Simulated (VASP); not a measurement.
An input for Quantum ESPRESSO's pw.x (written as the equivalent of a VASP run, and not itself run):

```
&CONTROL
  calculation = 'scf'
  pseudo_dir = './pseudo'
  outdir = './out'
  tprnfor = .true.
  tstress = .true.
/
&SYSTEM
  ibrav = 0
  nat = 4
  ntyp = 2
  ecutwfc = 82
  occupations = 'tetrahedra'
  input_dft = 'revpbe'
/
&ELECTRONS
  conv_thr = 7.3e-09
  electron_maxstep = 100
/
ATOMIC_SPECIES
  Ag 107.868 Ag.upf
  I 126.904 I.upf
CELL_PARAMETERS angstrom
     2.3855960   -4.1319740    0.0000000
     2.3855960    4.1319740    0.0000000
     0.0000000    0.0000000    7.7938240
ATOMIC_POSITIONS crystal
  Ag   0.6666670  0.3333330  0.5001438
  Ag   0.3333330  0.6666670  0.0001438
  I    0.6666670  0.3333330  0.8748562
  I    0.3333330  0.6666670  0.3748562
K_POINTS automatic
  6 6 3 0 0 0
```

### Question
Write the VASP files for the same calculation (revPBE).

### Answer
One answer among several that fit: 
**KPOINTS**
```
Automatic mesh
0
Gamma
6 6 3
0 0 0
```

INCAR:
```
ALGO  =  Normal
EDIFF  =  1E-7
ENCUT  =  520
GGA  =  RE
ISIF  =  2
ISMEAR  =  -5
LASPH  =  T
LCHARG  =  T
LEFG  =  T
LMAXMIX  =  4
LORBIT  =  11
LREAL  =  F
LWAVE  =  F
NEDOS  =  601
NELM  =  100
PREC  =  Accurate
SYSTEM  =  AgI
```

POSCAR:
```
AgI
1
    2.3855960488    -4.1319740065     0.0000000000
    2.3855960488     4.1319740065     0.0000000000
    0.0000000000     0.0000000000     7.7938239632
Ag I
2 2
Direct
  0.6666670000   0.3333330000   0.5001437605
  0.3333330000   0.6666670000   0.0001437605
  0.6666670000   0.3333330000   0.8748562395
  0.3333330000   0.6666670000   0.3748562395
```

POTCAR, in this order: Ag I (PBE.64 set). Program: vasp_std.

The two are equivalent in intent, not identical: the potentials are each code's own (VASP's PAW set, PseudoDojo norm-conserving files in pw.x), so ENCUT and ecutwfc are chosen apart and not converted; conv_thr bounds pw.x's estimated SCF error, while EDIFF bounds the energy change between steps; the field gradients of LEFG aren't asked of the other code.

The compound is AgI in the wurtzite structure. It was relaxed first, which changed the volume by +12 %.
